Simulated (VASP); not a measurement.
```yaml
crystal:
  lattice:
    - [0.00000, 2.64044, 2.64044]
    - [2.64044, 0.00000, 2.64044]
    - [2.64044, 2.64044, 0.00000]
  atoms:
    - { symbol: Yb, position: [0.00000, 0.00000, 0.00000] }
```

Computed with PBEsol GGA, VASP's PBE PAW potentials (set 64) (plane waves; VASP). Run with 400 eV cut-off, 11×11×11 Γ-centred mesh, first-order Methfessel-Paxton smearing of 0.10 eV, potentials Yb_2.

The 4f electrons are frozen in the core of the lanthanide potential, so 4f levels, which can set the real gap, and their magnetism are missing.

Q: What does the run give for the energy per atom (σ→0)?

A: 
```
Quantity                        Value
---------------------  --------------
energy per atom (σ→0)  -1.753 eV/atom
```

The absolute energy has meaning only against runs of the same code, potentials and settings.

The compound is Yb in the fcc structure. It was relaxed first, which changed the volume by -11 %. The start is the result of an earlier pass.
